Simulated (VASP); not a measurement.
Consider the following.

```xyz
2
Lattice="0.0000 2.9718 2.9718 2.9718 0.0000 2.9718 2.9718 2.9718 0.0000" Properties=species:S:1:pos:R:3 pbc="T T T"
Ca     0.0000     0.0000     0.0000
Se     2.9718     2.9718     2.9718
```

Calculation: r2SCAN meta-GGA, VASP's PBE PAW potentials (set 64) (plane waves; VASP). Run with 520 eV cut-off, 9×9×9 Γ-centred mesh, tetrahedra with Blöchl corrections, potentials Ca_sv Se.

Give the energies of bands 6 to 11 at the high-symmetry points, in eV from the valence-band maximum.

| band | Γ | X | U | L | W |
|---|---|---|---|---|---|
| 6 | 0.00 | -2.51 | -2.23 | -3.22 | -1.95 |
| 7 | 0.00 | -0.93 | -2.00 | -1.16 | -1.95 |
| 8 | 0.00 | -0.93 | -1.10 | -1.16 | -1.63 |
| 9 | 4.05 | 2.53 | 3.79 | 5.09 | 4.93 |
| 10 | 4.23 | 5.59 | 6.28 | 6.05 | 4.93 |
| 11 | 4.23 | 5.75 | 6.29 | 6.08 | 5.85 |

The gap is indirect, 2.53 eV, from the valence maximum at Γ to the conduction minimum at X.

Measured: gap 3.85 eV (computed value off by -1.32 eV), as given by Abedi et al., (2022), arXiv:2211.14644.

The compound is CaSe in the rock salt structure. It was relaxed first.
